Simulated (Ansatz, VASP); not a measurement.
**Tc3Sn in VASP and in Ansatz**

Contents of INCAR:

```
PREC = Accurate
ENCUT = 520
EDIFF = 1E-7
ISMEAR = -1
SIGMA = 0.05
LREAL = False
LASPH = True
NELM = 100
ALGO = Normal
ISIF = 2
LWAVE = False
LCHARG = False
GGA = PE
NBANDS = 34
```

Contents of KPOINTS:

```
Automatic mesh
0
Gamma
  7 7 7
```

POSCAR

```
Tc3Sn
1.0
    0.0000000000      3.1293212580      3.1293212580
    3.1293212580      0.0000000000      3.1293212580
    3.1293212580      3.1293212580      0.0000000000
Sn Tc
1 3
Direct
    0.0000000000      0.0000000000      0.0000000000
    0.5000000000      0.5000000000      0.5000000000
    0.7500000000      0.7500000000      0.7500000000
    0.2500000000      0.2500000000      0.2500000000
```

Contents of input.yaml:

```yaml
crystal:
  lattice:
    - [0.0, 3.129321258, 3.129321258]
    - [3.129321258, 0.0, 3.129321258]
    - [3.129321258, 3.129321258, 0.0]
  atoms:
    - { symbol: Sn, position: [0.0, 0.0, 0.0] }
    - { symbol: Tc, position: [0.5, 0.5, 0.5] }
    - { symbol: Tc, position: [0.75, 0.75, 0.75] }
    - { symbol: Tc, position: [0.25, 0.25, 0.25] }
hamiltonian:
  xc: pbe
  pseudopotentials: { kind: paw }
kpoints:
  mp_grid: { grid: [7, 7, 7] }
scf:
  occupations: { method: fermi_dirac, width: 0.05 }
output:
  forces: true
  stress: true
  eigenvalues: true
```

Change from the starting cell: volume scaled by 0.96.

Alike in both runs: task single point; functional PBE; k mesh 7 × 7 × 7; occupations fermi-dirac, width 0.05 eV; no spin polarisation.

|  | VASP | Ansatz |
| --- | --- | --- |
| version | VASP 6.6.1 | Ansatz 0.2.0 |
| potentials or method | VASP PAW PBE potentials, release 64 (Sn_d, Tc_pv) | Ansatz PAW earlier set |
| plane-wave cutoff (eV) | 520 | 500 |
| valence electrons in the cell | 53 | 59 |

Ansatz gave:

* gap on the k mesh at the Fermi level (eV): none
* pressure (GPa): 8.1

Q: Which values does VASP return?

A: gap on the k mesh at the Fermi level (eV): none; pressure (GPa): 7.8.

A gap of «none» marks a metal or a gap that the smearing closes. The two sets of potentials don't hold the same shells in valence.
